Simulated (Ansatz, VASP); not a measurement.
**N: VASP beside Ansatz**

One calculation is typed for both programs; each brings its own data sets. How far apart do they land? The cell is taken from a series of runs on this material, whose earlier steps may have relaxed, scaled, displaced or heated it; both programs get it as it stands.

Calculated with Ansatz 0.2.0; plane waves, with VASP 6.6.1 beside it; zone-centre phonons at LDA.

**1. The structure**

Symmetry: P4_2/mnm, No. 136, tetragonal system. Conventional cell: a = 3.715 Å, b = 3.715 Å, c = 4.960 Å, α = 90.00°, β = 90.00°, γ = 90.00°. Nearest to N lie 1 N at 1.09 Å.

As a file:

```cif
data_structure
_symmetry_space_group_name_H-M 'P4_2/mnm'
_symmetry_Int_Tables_number 136
_cell_length_a 3.7150
_cell_length_b 3.7150
_cell_length_c 4.9599
_cell_angle_alpha 90.000
_cell_angle_beta 90.000
_cell_angle_gamma 90.000
_cell_volume 68.45
loop_
_atom_site_label
_atom_site_type_symbol
_atom_site_symmetry_multiplicity
_atom_site_Wyckoff_symbol
_atom_site_fract_x
_atom_site_fract_y
_atom_site_fract_z
_atom_site_occupancy
N1 N 4 f 0.89593 0.89593 0.00000 1
```

**2. Ansatz: zone-centre phonons, LDA**

Ansatz runs on its default PAW (the set named soft_2) files.

Second derivatives magnify differences that forces hide, and they need a tight electronic threshold.

input.yaml reads:

```yaml
crystal:
  lattice:
    - [3.714969715, 0.0, 0.0]
    - [0.0, 3.714969715, 0.0]
    - [0.0, 0.0, 4.9598631909]
  atoms:
    - { symbol: "N", position: [0.8959258176, 0.8959258176, 0.0] }
    - { symbol: "N", position: [0.6040741824, 0.3959258176, 0.5] }
    - { symbol: "N", position: [0.1040741824, 0.1040741824, 0.0] }
    - { symbol: "N", position: [0.3959258176, 0.6040741824, 0.5] }
total_charge: -0.04
kpoints:
  mp_grid: { grid: [10, 10, 8] }
hamiltonian:
  xc: lda
scf:
  occupations: { method: fermi_dirac, width: 0.1 }
  n_extra_bands: 10
output:
  eigenvalues: true
phonons:
  method: dfpt
```

Command:

```sh
$ ansatz run input.yaml --threads 4 --pin off --max-ram 8192MiB --backend cpu --events-out ev --progress --plain --runs-dir out
```

Numbers of over 12 decimals in the logs are rounded to 6 here.

The log of the run:

```text
scf.n_extra_bands = 10 over 11 filled bands (N_el = 20.0): the run solves 21 bands
zone centre: on kpoints.mp_grid the ground state, and the responses unless they are solved on pairs of k-points, stand on 260 of the mesh's 800 k-points, reduced under 2 symmetry operations, with k and −k counted as one. Each operation leaves every solved displacement unchanged or reverses it
Engine: ansatz 0.2.0, aarch64-unknown-linux-gnu
Pseudopotentials: kind: paw
Pseudopotential: N, paw, valence charge 5, recommended cutoff 420 eV (normal), N.paw.azcp
Functional definition: SPW92
  exchange = slater_x
  correlation = pw_c
Crystal: 4 atoms, lattice volume = 68.451 Å³
Basis set: ecut = 420 eV, 1337 PW (Γ), exchange–correlation on 60×60×72 points (8 copies of the dense FFT grid, shifted against one another)
Bands: 21, of which v1, the nominal top of the filled ones, is band 10 counted from 1 (9 counted from 0)
Symmetry: 16 space group operations
k-points: 260 of 800 (irreducible under 2 space group operations, time reversal used)
Non-local potential: N, projectors of the file, l = 0: 2, l = 1: 2, l = 2: 1
PAW form: soft (Blöchl's): semilocal exchange-correlation on the pseudo side does not see the compensation charge
PAW frozen core: N, regenerated for the run's functional, and the local potential with it (the file was generated under x = pbe(κ = 0.804, μ = 0.219515), c = pbe(β = 0.066725))
PAW one-centre angular grid: N, 110 points (default); XC on 64 Gauss nodes
Initial density: superposition of atomic densities (neutral atoms scaled as one to the charged cell's electrons: chi_scale 0, normalization atom), corrected by the library's trained network
Initial wavefunctions: pseudopotential atomic-orbital guess
Functional: x = slater, c = lda
SCF iter   1: F=—  HF=-1494.505157 eV  |F-HF|=—  |Δ(HF+E_count)|=         —  Δρ=9.79e-3  dr2=6.40e-2  ethr=1.77e-3  ⟨swp⟩=5.3  Hψ=26975  notcnv=0  defer=308
preconditioner: auto → Kerker (q_TF=auto, 2.223 Å⁻¹)  [metal: Δε(μ)=0.041 eV  Ē_g=14.952 eV  σ=0.100 eV  W_gap=0.10  n_scr=14 (ndim 8)  ℏωp=18.0 eV  f_vac=0.117  D(μ)=0.24/eV (n_scr^D=0)]
SCF iter   2: F=—  HF=-1494.487245 eV  |F-HF|=—  |Δ(HF+E_count)|=   1.79e-2  Δρ=4.72e-3  dr2=1.74e-2  ethr=3.19e-4  ⟨swp⟩=1.0  Hψ=7548  notcnv=0  defer=359
SCF iter   3: F=—  HF=-1494.483359 eV  |F-HF|=—  |Δ(HF+E_count)|=   3.89e-3  Δρ=1.04e-3  dr2=9.12e-4  ethr=8.66e-5  ⟨swp⟩=2.2  Hψ=7203  notcnv=0  defer=359
SCF iter   4: F=—  HF=-1494.483929 eV  |F-HF|=—  |Δ(HF+E_count)|=   5.70e-4  Δρ=2.35e-4  dr2=3.94e-5  ethr=4.55e-6  ⟨swp⟩=2.0  Hψ=7186  notcnv=0  defer=359
SCF iter   5: F=—  HF=-1494.483990 eV  |F-HF|=—  |Δ(HF+E_count)|=   6.07e-5  Δρ=5.62e-5  dr2=1.80e-6  ethr=1.96e-7  ⟨swp⟩=2.7  Hψ=7112  notcnv=0  defer=359
SCF iter   6: F=—  HF=-1494.483992 eV  |F-HF|=—  |Δ(HF+E_count)|=   2.58e-6  Δρ=1.43e-5  dr2=1.86e-7  ethr=8.96e-9  ⟨swp⟩=2.0  Hψ=6947  notcnv=0  defer=359
SCF iter   7: F=—  HF=-1494.483993 eV  |F-HF|=—  |Δ(HF+E_count)|=   2.77e-7  Δρ=3.11e-6  dr2=3.56e-9  ethr=9.27e-10  ⟨swp⟩=2.4  Hψ=6811  notcnv=0  defer=359
SCF iter   8: F=—  HF=-1494.483993 eV  |F-HF|=—  |Δ(HF+E_count)|=   4.42e-9  Δρ=2.98e-7  dr2=3.71e-11  ethr=1.78e-11  ⟨swp⟩=2.0  Hψ=7180  notcnv=0  defer=359
SCF iter   9: F=-1494.483993 eV  HF=-1494.483993 eV  |F-HF|=2.27e-12  |Δ(HF+E_count)|=  7.57e-11  Δρ=4.35e-8  dr2=1.03e-12  ethr=1.00e-12  ⟨swp⟩=10.9  Hψ=22720  notcnv=0
SCF 1 converged in 9 iterations: F = -1494.483993 eV  dr2 = 1.03e-12
  greatest PAW one-centre occupation: 0.850 electrons in one spin orbital (limit 2), on the N atom at site 3 (counted from 0), in its partial waves of l = 0
DFPT response loops at Γ: preconditioner auto → Kerker (q_TF=auto, 2.223 Å⁻¹) (partly filled bands, converged f_vac=0.078); β = 1.00, the filter's whole step (`scf.mixing.beta` (0.50) is not read by the response loops under this deck's `scf.mixing.preconditioner`; to damp them name `kerker` or `kerker_dos`, under which they read `scf.mixing.beta`, and type it under 1.00, their step now; both keys bind the ground state too); Broyden in place of MSR1
SCF converged after 9 iterations
Free energy (F): -1494.483993 eV
Harris-Foulkes:  -1494.483993 eV  (|F-HF|=2.27e-12)
Internal energy: -1494.475794 eV  (E = F + TS)
E sigma→0 (E₀):  -1494.479893 eV
Entropy (-TS):   -0.008199 eV (-2.050 meV/atom)
Fermi energy:    2.201654 eV
--- Per-component energies (eV) ---
  E_band       = -187.808639
  E_kinetic    = 500.978256
  E_local      = -1325.698812  (includes V_loc(G=0)·N_el)
  E_nonlocal   = 198.300457
  E_hartree    = 403.967456
  E_xc         = -225.687819
  E_vxc        = -287.921455  (∫ρ·V_xc dr)
  E_paw        = -473.039219  (= ΣΔE_a)
  E_vpaw       = -81.402338  (= ΣTr[D̂ρ^β])
  E_aug_tail   = 0.000336  (compensation charges beyond the density's cutoff)
  E_ewald      = -573.616626
  E_core_change = 0.320176  (= ΣΔE_core)
  E_smearing   = -0.008199  (= −TS)
  E_closure    = -0.000000  (closes the sum)
  E_deformation_potential = -0.256170  (in the stress; not in F)
  Σ components = -1494.483993   (vs F -1494.483993, Δ=0.00e0)
--- Band table (eV; the first three rows and the last of 260) ---
  k-point 0: bands = [... 6 lower, -5.6608, -5.6608, -5.5537, -4.5779, 2.0542, 3.3523, 3.9872, 3.9872, ... 7 higher]
  k-point 1: bands = [... 6 lower, -5.6686, -5.6686, -5.3978, -4.5841, 2.0967, 3.2947, 3.9874, 3.9874, ... 7 higher]
  k-point 2: bands = [... 6 lower, -5.6873, -5.6873, -5.1586, -4.6084, 2.2203, 3.1335, 3.9876, 3.9876, ... 7 higher]
  k-point 259: bands = [... 6 lower, -6.1026, -6.1026, -4.1127, -4.1127, 3.3663, 3.3663, 4.9047, 4.9047, ... 7 higher]
--- Phonons (Γ-DFPT): 2 representative perturbations + reference, on 260 of 800 k-points (Σ response iterations 6) ---
  k mesh reduced under 2 symmetry operations, with k and −k counted as one. Each operation leaves every solved displacement unchanged or reverses it
  ASR residual: 4.876e-5 → 0.000e0 eV/Å²; symmetrization residual: 3.327e-8 eV/Å²
  ASR residual per site (eV/Å²): 4.88e-5 4.88e-5 4.88e-5 4.88e-5
  Γ frequencies (cm⁻¹): -49.30 -49.30 0.00 0.00 0.00 67.84 67.84 110.95 141.21 150.65 2346.76 2382.19
  non-analytic LO–TO correction: not included (Born effective charges unavailable; polar crystals: no LO–TO splitting at Γ)
```

(Part 1 of 2 ends here.)

[Lines on the potential files, build, host, timing and source positions are cut from VASP's logs without a mark.]

[Logs are printed without paths, hosts, clocks, repeated set-up lines and the standing remarks that a program may print on its own settings, such as how far it seeks lower states.]

[Hosts, paths, dates, database ids (printed as entryN), source tags and the programs' standing remarks are cut or masked in the printed files.]
